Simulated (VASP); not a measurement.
Data:

```yaml
crystal:
  lattice:
    - [0.00000, 3.07996, 3.07996]
    - [3.07996, 0.00000, 3.07996]
    - [12.35758, 12.35758, -0.03772]
  atoms:
    - { symbol: Zn, position: [0.98840, 0.98840, 0.00870] }
    - { symbol: Zn, position: [0.99956, 0.99956, 0.25033] }
    - { symbol: Zn, position: [0.00968, 0.00968, 0.49274] }
    - { symbol: Te, position: [0.24428, 0.24428, 0.06679] }
    - { symbol: Te, position: [0.25487, 0.25487, 0.30884] }
    - { symbol: Te, position: [0.26522, 0.26522, 0.55109] }
    - { symbol: Te, position: [0.23306, 0.23306, 0.82521] }
    - { symbol: Cd, position: [0.00493, 0.00493, 0.74630] }
```

These are PBEsol GGA, VASP's PBE PAW potentials (set 64) (plane waves; VASP 6.6.1) values and carry that method's errors. Run with 400 eV cut-off, 7×7×2 Γ-centred mesh, tetrahedra with Blöchl corrections, potentials Zn Te Cd.

The cores are frozen, which limits the accuracy of field gradients.

Problem. Give the principal components of the electric field gradient (V/Å²) and the asymmetry η at each nucleus.

Solution. 
```csv
atom,Vxx,Vyy,Vzz,η
Zn1,0.0,0.0,0.0,-
Zn2,2.3,2.3,-4.6,0.00
Zn3,2.1,2.0,-4.1,0.01
Te4,12.7,12.7,-25.4,0.00
Te5,12.3,12.3,-24.6,0.00
Te6,2.6,2.6,-5.2,0.00
Te7,-45.3,-45.3,90.6,0.00
Cd8,1.1,1.1,-2.2,0.00
```

The structure was generated: CdZn3Te4 was put into an ordered model structure (R3m), which need not be its known phase. It was relaxed first.
